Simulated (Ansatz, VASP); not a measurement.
# PtS2: VASP beside Ansatz, part 2 of 3

Wanted: the spread between two codes on one cell, functional and k mesh. The cell is taken from a series of VASP runs on this material, whose earlier steps may have relaxed, scaled or displaced it; both programs get it as it stands. Valence electrons are named where the data sets of a main pair hold unlike numbers.

VASP 6.6.1 and Ansatz 0.2.0.

So far: Set-up; VASP: zone-centre phonons, PBEsol.

### Step 2. VASP: zone-centre phonons, PBEsol (continued)

Level of this step: PBEsol; plane waves and PAW (Pt, S) (VASP).

Numbers of over 12 decimals in the logs are rounded to 6 here.

OUTCAR, selected parts (step 2):

```text
ion  position               nearest neighbor table
   1  0.000  0.000  0.000-   2 2.38   3 2.38   2 2.38   3 2.38   2 2.38   3 2.38
   2  0.667  0.333  0.744-   1 2.38   1 2.38   1 2.38
   3  0.333  0.667  0.256-   1 2.38   1 2.38   1 2.38

  LATTYP: Found a hexagonal cell.
 ALAT       =     3.5682178467
 C/A-ratio  =     1.3045353668

 Subroutine GETGRP returns: Found 12 space group operations
 (whereof 12 operations were pure point group operations)

The static configuration has the point symmetry D_3d.

 Found    208 irreducible k-points:

   k-points           NKPTS =    208   k-points in BZ     NKDIM =    208   number of bands    NBANDS=     17

   dimension x,y,z NGX =    28 NGY =   28 NGZ =   36
   dimension x,y,z NGXF=    56 NGYF=   56 NGZF=   72

   ENCUT  =  500.0 eV  36.75 Ry    6.06 a.u.   6.51  6.51  8.49*2*pi/ulx,y,z

   NELECT =      22.0000    total number of electrons

 k-points in reciprocal lattice and weights: Automatic mesh
   0.00000000  0.00000000  0.00000000       0.001
   0.07142857 -0.00000000  0.00000000       0.003
   0.14285714 -0.00000000  0.00000000       0.003
   0.21428571 -0.00000000  0.00000000       0.003
   0.28571429 -0.00000000  0.00000000       0.003
   0.35714286 -0.00000000  0.00000000       0.003
   0.42857143 -0.00000000  0.00000000       0.003
   0.50000000 -0.00000000  0.00000000       0.002
   0.07142857  0.07142857  0.00000000       0.003
[...]
0.35714286  0.28571429  0.50000000       0.003

 average (electrostatic) potential at core
       1 -67.3300       2 -84.6778       3 -84.6778

  Total        0.2523220      0.2523220      0.2453259     -0.0000000      0.0000000      0.0000000
  in kB        7.8763511      7.8763511      7.6579648     -0.0000000      0.0000000      0.0000000
  external PRESSURE =       7.8035557 kB  Pullay stress =       0.0000000 kB

  energy-cutoff  :      500.00
  volume of cell :       51.33
      direct lattice vectors                 reciprocal lattice vectors
     3.568217847  0.000000000  0.000000000     0.280251947  0.161803537  0.000000000
    -1.784108923  3.090167302  0.000000000     0.000000000  0.323607074  0.000000000
     0.000000000  0.000000000  4.654866377     0.000000000  0.000000000  0.214828938

 POSITION                                       TOTAL-FORCE (eV/Angst)
 -----------------------------------------------------------------------------------
      0.00000      0.00000      0.00000        -0.000000      0.000000      0.000000
      1.78411      1.03006      3.46119         0.000000      0.000000     -0.010566
     -0.00000      2.06011      1.19368         0.000000     -0.000000      0.010566
 -----------------------------------------------------------------------------------
    total drift:                                0.000000     -0.000000      0.000000

 MACROSCOPIC STATIC DIELECTRIC TENSOR (including local field effects in DFT)
 ------------------------------------------------------
           1.000000    -0.000000     0.000000
          -0.000000     1.000000     0.000000
           0.000000     0.000000     1.000000
 ------------------------------------------------------

 PIEZOELECTRIC TENSOR (including local field effects)  for field in x, y, z        (C/m^2)
          XX          YY          ZZ          XY          YZ          ZX
  --------------------------------------------------------------------------------
  x     0.00000     0.00000     0.00000     0.00000     0.00000     0.00000
  y     0.00000     0.00000     0.00000     0.00000     0.00000     0.00000
  z     0.00000     0.00000     0.00000     0.00000     0.00000     0.00000

 BORN EFFECTIVE CHARGES (including local field effects) (in |e|, cummulative output)
 ---------------------------------------------------------------------------------
 ion    1
    1     0.11337    -0.00000     0.00000
    2    -0.00000     0.11337     0.00000
    3     0.00000     0.00000     0.11337
 ion    2
    1    -0.05668     0.00000     0.00000
    2     0.00000    -0.05668     0.00000
    3     0.00000     0.00000    -0.05668
 ion    3
    1    -0.05668     0.00000     0.00000
    2     0.00000    -0.05668     0.00000
    3     0.00000     0.00000    -0.05668

 Eigenvectors and eigenvalues of the dynamical matrix
 ----------------------------------------------------

   1 f  =    9.909460 THz    62.262973 2PiTHz  330.544002 cm-1    40.982215 meV
             X         Y         Z           dx          dy          dz
      0.000000  0.000000  0.000000    -0.000000   -0.000000   -0.000000
      1.784109  1.030056  3.461185    -0.000000    0.000000   -0.707107
     -0.000000  2.060112  1.193681     0.000000   -0.000000    0.707107

   2 f  =    9.707255 THz    60.992480 2PiTHz  323.799163 cm-1    40.145962 meV
             X         Y         Z           dx          dy          dz
      0.000000  0.000000  0.000000    -0.000000    0.000000    0.497394
      1.784109  1.030056  3.461185    -0.000000    0.000000   -0.613433
     -0.000000  2.060112  1.193681     0.000000   -0.000000   -0.613433

   3 f  =    9.258014 THz    58.169820 2PiTHz  308.814117 cm-1    38.288053 meV
             X         Y         Z           dx          dy          dz
      0.000000  0.000000  0.000000    -0.276040    0.413751   -0.000000
      1.784109  1.030056  3.461185     0.340450   -0.510294    0.000000
     -0.000000  2.060112  1.193681     0.340450   -0.510294    0.000000

   4 f  =    9.258014 THz    58.169820 2PiTHz  308.814117 cm-1    38.288053 meV
             X         Y         Z           dx          dy          dz
      0.000000  0.000000  0.000000     0.413751    0.276040    0.000000
      1.784109  1.030056  3.461185    -0.510294   -0.340450   -0.000000
     -0.000000  2.060112  1.193681    -0.510294   -0.340450   -0.000000

   5 f  =    8.961736 THz    56.308250 2PiTHz  298.931347 cm-1    37.062747 meV
             X         Y         Z           dx          dy          dz
      0.000000  0.000000  0.000000     0.000000   -0.000000    0.000000
      1.784109  1.030056  3.461185     0.392439   -0.588211   -0.000000
     -0.000000  2.060112  1.193681    -0.392439    0.588211   -0.000000

   6 f  =    8.961736 THz    56.308250 2PiTHz  298.931347 cm-1    37.062747 meV
             X         Y         Z           dx          dy          dz
      0.000000  0.000000  0.000000     0.000000   -0.000000    0.000000
      1.784109  1.030056  3.461185     0.588211    0.392439   -0.000000
     -0.000000  2.060112  1.193681    -0.588211   -0.392439   -0.000000

   7 f/i=    0.000118 THz     0.000739 2PiTHz    0.003924 cm-1     0.000487 meV
             X         Y         Z           dx          dy          dz
      0.000000  0.000000  0.000000     0.000000   -0.000000    0.867525
      1.784109  1.030056  3.461185     0.000000   -0.000000    0.351711
     -0.000000  2.060112  1.193681     0.000000   -0.000000    0.351711

   8 f/i=    0.000246 THz     0.001546 2PiTHz    0.008208 cm-1     0.001018 meV
             X         Y         Z           dx          dy          dz
      0.000000  0.000000  0.000000    -0.839771    0.217707    0.000000
      1.784109  1.030056  3.461185    -0.340447    0.088259    0.000000
     -0.000000  2.060112  1.193681    -0.340447    0.088259    0.000000

   9 f/i=    0.000246 THz     0.001546 2PiTHz    0.008208 cm-1     0.001018 meV
             X         Y         Z           dx          dy          dz
      0.000000  0.000000  0.000000     0.217707    0.839771    0.000000
      1.784109  1.030056  3.461185     0.088259    0.340447    0.000000
     -0.000000  2.060112  1.193681     0.088259    0.340447    0.000000

 MACROSCOPIC STATIC DIELECTRIC TENSOR IONIC CONTRIBUTION
 ------------------------------------------------------
           0.002677    -0.000000    -0.000000
          -0.000000     0.002677     0.000000
          -0.000000     0.000000     0.002435
 ------------------------------------------------------

 ELASTIC MODULI CONTR FROM IONIC RELAXATION (kBar)
 Direction    XX          YY          ZZ          XY          YZ          ZX
 --------------------------------------------------------------------------------
 XX        -799.7664   -469.4653   -779.0598      0.0000    336.9486     -0.0000
 YY        -469.4653   -799.7664   -779.0598      0.0000   -336.9486      0.0000
 ZZ        -779.0598   -779.0598   -956.3805      0.0000     -0.0000      0.0000
 XY           0.0000      0.0000      0.0000   -165.1505      0.0000    306.0101
 YZ         336.9486   -336.9486     -0.0000      0.0000   -687.4599      0.0000
 ZX          -0.0000      0.0000      0.0000    306.0101      0.0000   -567.0110
 --------------------------------------------------------------------------------

 PIEZOELECTRIC TENSOR IONIC CONTR  for field in x, y, z        (C/m^2)
          XX          YY          ZZ          XY          YZ          ZX
  --------------------------------------------------------------------------------
  x     0.00000    -0.00000    -0.00000    -0.00000    -0.00000    -0.00000
  y     0.00000    -0.00000     0.00000     0.00000    -0.00000    -0.00000
  z    -0.00000    -0.00000    -0.00000     0.00000     0.00000    -0.00000
```

Energies printed during the response cycles are not total energies of the cell. The PAW data sets were made with PBE, which is usual practice but a small mismatch for other functionals.

### Step 3. Ansatz: zone-centre phonons, PBEsol

Ansatz runs on its default PAW (the set named soft_2) files.

The same cell, functional and mesh now go to Ansatz, which takes its cutoff from its data sets.

Input file input.yaml:

```yaml
crystal:
  lattice:
    - [3.5682178467, 0.0, 0.0]
    - [-1.7841089234, 3.0901673015, 0.0]
    - [0.0, 0.0, 4.6548663773]
  atoms:
    - { symbol: Pt, position: [0.0, 0.0, 0.0] }
    - { symbol: S, position: [0.6666666667, 0.3333333333, 0.743562717] }
    - { symbol: S, position: [0.3333333333, 0.6666666667, 0.256437283] }
hamiltonian:
  xc: pbesol
  pseudopotentials: { kind: paw }
kpoints:
  mp_grid: { grid: [14, 14, 10] }
scf:
  occupations: { method: fixed }
phonons:
  method: dfpt
  qpoints: [[0, 0, 0]]
  dielectric: true
  rigid_motions: translations
```

On the command line:

```bash
ansatz run input.yaml --threads 4 --pin off --max-ram 9216MiB --backend cpu --events-out ev --progress --plain --runs-dir out
```

The log of the run:

```text
Engine: ansatz 0.2.0, aarch64-unknown-linux-gnu
Pseudopotentials: kind: paw
Pseudopotential: Pt, paw, valence charge 18, recommended cutoff 420 eV (normal), Pt.paw.azcp
Pseudopotential: S, paw, valence charge 6, recommended cutoff 420 eV (normal), S.paw.azcp
Functional definition: PBEsol
  exchange = pbesol_x
  correlation = pbesol_c
Crystal: 3 atoms, lattice volume = 51.326 Å³
Basis set: ecut = 420 eV, 981 PW (Γ), exchange–correlation on 48×48×64 points (8 copies of the dense FFT grid, shifted against one another)
Bands: 19, of which v1, the nominal top of the filled ones, is band 15 counted from 1 (14 counted from 0)
Symmetry: 12 space group operations
k-points: 534 of 1960 (irreducible under 2 space group operations, time reversal used)
Non-local potential: Pt, projectors of the file, l = 0: 3, l = 1: 2, l = 2: 2, l = 3: 1
Non-local potential: S, projectors of the file, l = 0: 2, l = 1: 2, l = 2: 2
PAW form: soft (Blöchl's): semilocal exchange-correlation on the pseudo side does not see the compensation charge
PAW frozen core: Pt, regenerated for the run's functional, and the local potential with it (the file was generated under x = pbe(κ = 0.804, μ = 0.219515), c = pbe(β = 0.066725))
PAW frozen core: S, regenerated for the run's functional, and the local potential with it (the file was generated under x = pbe(κ = 0.804, μ = 0.219515), c = pbe(β = 0.066725))
PAW one-centre angular grid: Pt, 590 points (default); XC on 64 Gauss nodes
PAW one-centre angular grid: S, 110 points (default); XC on 64 Gauss nodes
Initial density: superposition of atomic densities (neutral atoms: chi_scale 0, normalization atom), corrected by the library's trained network
Initial wavefunctions: pseudopotential atomic-orbital guess
Functional: x = pbesol(κ = 0.804, μ = 0.123457), c = pbesol(β = 0.046)
SCF iter   1: F=—  HF=-14154.882376 eV  |F-HF|=—  |Δ(HF+E_count)|=         —  Δρ=4.53e-3  dr2=1.11e-2  ethr=1.77e-3  ⟨swp⟩=4.8  Hψ=44417  notcnv=0  defer=1065
preconditioner: auto → Resta (q_TF=auto, 2.495 Å⁻¹)  ε∞=7.3  [insulator: Δε(μ)=0.027 eV  Ē_g=9.724 eV  n_scr=20 (ndim 8)  ℏωp=24.3 eV  f_vac=0.004  ε∞_Penn≈7.3]
SCF iter   2: F=—  HF=-14154.880776 eV  |F-HF|=—  |Δ(HF+E_count)|=   1.60e-3  Δρ=2.45e-3  dr2=2.94e-3  ethr=3.69e-5  ⟨swp⟩=2.0  Hψ=18661  notcnv=0  defer=1068
SCF iter   3: F=—  HF=-14154.880255 eV  |F-HF|=—  |Δ(HF+E_count)|=   5.21e-4  Δρ=7.14e-4  dr2=3.29e-4  ethr=9.80e-6  ⟨swp⟩=2.0  Hψ=17064  notcnv=0  defer=1068
SCF iter   4: F=—  HF=-14154.880216 eV  |F-HF|=—  |Δ(HF+E_count)|=   3.86e-5  Δρ=2.37e-4  dr2=2.81e-5  ethr=1.10e-6  ⟨swp⟩=2.9  Hψ=17066  notcnv=0  defer=521
SCF iter   5: F=—  HF=-14154.880227 eV  |F-HF|=—  |Δ(HF+E_count)|=   1.09e-5  Δρ=5.93e-5  dr2=1.61e-6  ethr=9.38e-8  ⟨swp⟩=2.0  Hψ=14907  notcnv=0
SCF iter   6: F=—  HF=-14154.880230 eV  |F-HF|=—  |Δ(HF+E_count)|=   3.24e-6  Δρ=2.02e-5  dr2=1.52e-7  ethr=5.38e-9  ⟨swp⟩=2.1  Hψ=14662  notcnv=0
SCF iter   7: F=—  HF=-14154.880231 eV  |F-HF|=—  |Δ(HF+E_count)|=   1.50e-7  Δρ=3.10e-6  dr2=6.77e-9  ethr=5.06e-10  ⟨swp⟩=2.0  Hψ=15668  notcnv=0
SCF iter   8: F=—  HF=-14154.880231 eV  |F-HF|=—  |Δ(HF+E_count)|=   3.87e-9  Δρ=6.45e-7  dr2=2.90e-10  ethr=2.26e-11  ⟨swp⟩=2.0  Hψ=15153  notcnv=0
SCF iter   9: F=-14154.880231 eV  HF=-14154.880231 eV  |F-HF|=5.46e-12  |Δ(HF+E_count)|=  1.58e-10  Δρ=1.39e-7  dr2=1.19e-11  ethr=1.00e-12  ⟨swp⟩=7.6  Hψ=58242  notcnv=0
SCF 1 converged in 9 iterations: F = -14154.880231 eV  dr2 = 1.19e-11
  greatest PAW one-centre occupation: 1.000 electrons in one spin orbital (limit 2), on the Pt atom at site 0 (counted from 0), in its partial waves of l = 0
NSCF: frozen V_eff on 534 k-points
NSCF: frozen V_eff on 202 k-points
WARN: response: filled and empty bands overlap between k-points by at least 0.037815 eV. The response is that of the bands as a fill by count takes them. With its lowest levels filled, this crystal is a metal, whose carriers screen fields and displacements
DFPT response loops at Γ: preconditioner auto → none (the input reference at scf.mixing.eps_inf says where Resta's filter doesn't serve); β = 0.50; Broyden in place of MSR1
── the response to a field inside a basis, on 20×20×14 k-points: an SCF that follows is theirs, and a resumed run solves both again ──
Bands: 16, of which v1, the nominal top of the filled ones, is band 15 counted from 1 (14 counted from 0)
k-points: 1470 of 5600 (irreducible under 4 space group operations)
Initial density: handed on by an earlier stage of this run
Initial wavefunctions: pseudopotential atomic-orbital guess (no wavefunctions were taken with the density)
Eigensolver: Dense (1470 Hₖ)
SCF iter   1: F=—  HF=-14154.875553 eV  |F-HF|=—  |Δ(HF+E_count)|=         —  Δρ=3.04e-4  dr2=7.04e-6  ethr=1.00e-1
preconditioner: auto → Resta (q_TF=auto, 2.495 Å⁻¹)  ε∞=12.6  [insulator: Δε(μ)=0.019 eV  Ē_g=7.143 eV  n_scr=20 (ndim 8)  ℏωp=24.3 eV  f_vac=0.002  ε∞_Penn≈12.6]
SCF iter   2: F=—  HF=-14154.875554 eV  |F-HF|=—  |Δ(HF+E_count)|=   9.21e-7  Δρ=1.56e-4  dr2=1.79e-6  ethr=2.35e-8
SCF iter   3: F=—  HF=-14154.875554 eV  |F-HF|=—  |Δ(HF+E_count)|=   5.98e-7  Δρ=1.45e-5  dr2=1.05e-7  ethr=5.98e-9
SCF iter   4: F=-14154.875554 eV  HF=-14154.875554 eV  |F-HF|=5.28e-10  |Δ(HF+E_count)|=   9.66e-9  Δρ=4.49e-6  dr2=5.30e-9  ethr=3.50e-10
SCF 1 converged in 4 iterations: F = -14154.875554 eV  dr2 = 5.30e-9
DFPT response loops at Γ: preconditioner auto → Resta (q_TF=auto, 2.495 Å⁻¹)  ε∞=55.8 (no band partly filled); β = 1.00, the filter's whole step (`scf.mixing.beta` (0.50) is not read by the response loops at its default; to damp them type it under 1.00, their step now; it binds the ground state too); Broyden in place of MSR1
response: filled and empty bands overlap between k-points by at least 0.030367 eV. The response is that of the bands as a fill by count takes them. With its lowest levels filled, this crystal is a metal, whose carriers screen fields and displacements
WARN: field response: inside a basis, on 20×20×14 points, no mesh in reach settles it: take ε∞, Z* and everything formed from them with what they may err, as stated (eps_inf_uncertainty, zstar_uncertainty_e), and compare with field_mesh: kpoints on a denser kpoints.mp_grid
WARN: field response: ε∞ stands inside a basis, on 20×20×14 points; the force constants stand on the 14×14×10 k-mesh, whose period is 10.66 times the interband length at k = (0.0000, 0.1429, 0.2000), direct gap 1.019 eV, under 14: take them and everything formed from them as unconverged, and compare with a denser kpoints.mp_grid
SCF converged after 9 iterations
Free energy (F): -14154.880231 eV
Harris-Foulkes:  -14154.880231 eV  (|F-HF|=5.46e-12)
Internal energy: -14154.880231 eV  (E = F + TS)
E sigma→0 (E₀):  -14154.880231 eV
Fermi energy:    12.580387 eV
--- Per-component energies (eV) ---
  E_band       = -287.160177
  E_kinetic    = 851.293799
  E_local      = -2786.329551  (includes V_loc(G=0)·N_el)
  E_nonlocal   = 258.900726
  E_hartree    = 1083.745004
  E_xc         = -453.163035
  E_vxc        = -477.989246  (∫ρ·V_xc dr)
  E_paw        = -10484.087848  (= ΣΔE_a)
  E_vpaw       = -300.526133  (= ΣTr[D̂ρ^β])
  E_aug_tail   = 0.000179  (compensation charges beyond the density's cutoff)
  E_ewald      = -2625.650384
  E_core_change = 0.410880  (= ΣΔE_core)
  E_smearing   = -0.000000  (= −TS)
  E_closure    = 0.000000  (closes the sum)
  Σ components = -14154.880231   (vs F -14154.880231, Δ=0.00e0)
--- Band table (eV; the first three rows and the last of 534) ---
  k-point 0: bands = [... 11 lower, 10.0389, 10.9203, 10.9203, 12.5804, 13.7666, 13.7666, 15.9672, 17.5234]
  k-point 1: bands = [... 11 lower, 10.0131, 10.8639, 10.8639, 12.3870, 13.8663, 13.8663, 16.0748, 17.7313]
  k-point 2: bands = [... 11 lower, 9.9190, 10.7259, 10.7259, 11.9285, 14.1270, 14.1270, 16.3941, 18.2285]
  k-point 533: bands = [... 11 lower, 8.8948, 9.1450, 9.6667, 11.0984, 13.2468, 13.5170, 17.3396, 19.6485]
--- Phonons (Γ-DFPT): 4 representative perturbations + reference, on 534 of 1960 k-points (Σ response iterations 12) ---
  k mesh reduced under 2 symmetry operations, with k and −k counted as one. Each operation leaves every solved perturbation unchanged. A smaller set is not considered because the run solves the response to a homogeneous field
  ASR residual: 3.927e-5 → 0.000e0 eV/Å²; symmetrization residual: 2.104e-5 eV/Å²
  ASR residual per site (eV/Å²): 2.28e-5 3.93e-5 3.93e-5
  Γ frequencies (cm⁻¹): 0.00 0.00 0.00 299.68 299.68 308.46 308.46 323.28 330.63
  ε∞ (high-frequency dielectric tensor):
       30.761621    -0.000000    -0.000000
        0.000000    30.761621     0.000000
       -0.000000     0.000000    20.031925
  ε⁰ (static dielectric tensor: ions relaxed, cell fixed):
       33.187374    -0.000000    -0.000000
       -0.000000    33.187374     0.000000
       -0.000000     0.000000    20.149440
  ε⁰ − ε∞ (ionic part):
        2.425753    -0.000000     0.000000
       -0.000000     2.425753     0.000000
        0.000000     0.000000     0.117515
  softest optical mode at Γ: 299.68 cm⁻¹; the repairs (sum rule, projections) moved no ω² at Γ by more than (1.39 cm⁻¹)²
  Born effective charges Z* (e; rows j = field, columns β = displacement):
    site 0:
         3.40859    0.00000    0.00000
         0.00000    3.40859    0.00000
         0.00000    0.00000   -0.78628
    site 1:
        -1.70429   -0.00000   -0.00000
        -0.00000   -1.70429   -0.00000
        -0.00000   -0.00000    0.39314
    site 2:
        -1.70429   -0.00000   -0.00000
        -0.00000   -1.70429   -0.00000
        -0.00000   -0.00000    0.39314
  Z* charge neutrality: 9.580e-4 e pre-enforcement
  solved inside a basis spanned on kpoints, on 20×20×14 k-points, which do not settle them: ε∞ is read to err by 2.5e0, Z* by 2.8e-1 e (field_mesh: kpoints solves on kpoints); Z* is corrected for what the basis lacks
  optical modes at Γ without the LO–TO term, one row a degenerate level:
      ω (cm⁻¹)  modes    IR ((D/Å)²/amu)
        299.68      2             0.0000
        308.46      2            11.1088
        323.28      1             0.2956
        330.63      1             0.0000
  optical modes at Γ + LO–TO along q̂ = [1.0000, 0.0000, 0.0000]:
      ω (cm⁻¹)  modes    IR ((D/Å)²/amu)
        299.68      2             0.0000
        308.46      1             5.5544
[...]
optical modes at Γ + LO–TO along q̂ = [0.0000, 1.0000, 0.0000]:
      ω (cm⁻¹)  modes    IR ((D/Å)²/amu)
[...]
308.46      1             5.5544
        320.40      1             5.5544
        323.28      1             0.2956
        330.63      1             0.0000
  optical modes at Γ + LO–TO along q̂ = [0.0000, 0.0000, 1.0000]:
      ω (cm⁻¹)  modes    IR ((D/Å)²/amu)
        299.68      2             0.0000
        308.46      2            11.1088
        324.23      1             0.2956
        330.63      1             0.0000
--- Phonons (arbitrary-q DFPT): 1 explicit q-point ---
  q = [0, 0, 0] (of the zone-centre solve; hermiticity 1.21e-6, symmetrization 5.67e-7): -0.00 -0.00 0.00 299.68 299.68 308.46 308.46 323.28 330.63
  sum rule: each row above includes the acoustic sum rule's correction from the zone centre's row sums; it moved no ω² by more than (0.58 cm⁻¹)²
```

It took 3.7 min on 4 threads of Arm Neoverse V1, shared host; peak memory 4.6 GiB; 14 min of CPU time.

(Part 2 of 3 ends here.)

[Lines on the potential files, build, host, timing and source positions are cut from VASP's logs without a mark.]

[Logs are printed without paths, hosts, clocks, repeated set-up lines and the standing remarks that a program may print on its own settings, such as how far it seeks lower states.]

[Hosts, paths, dates, database ids (printed as entryN), source tags and the programs' standing remarks are cut or masked in the printed files.]
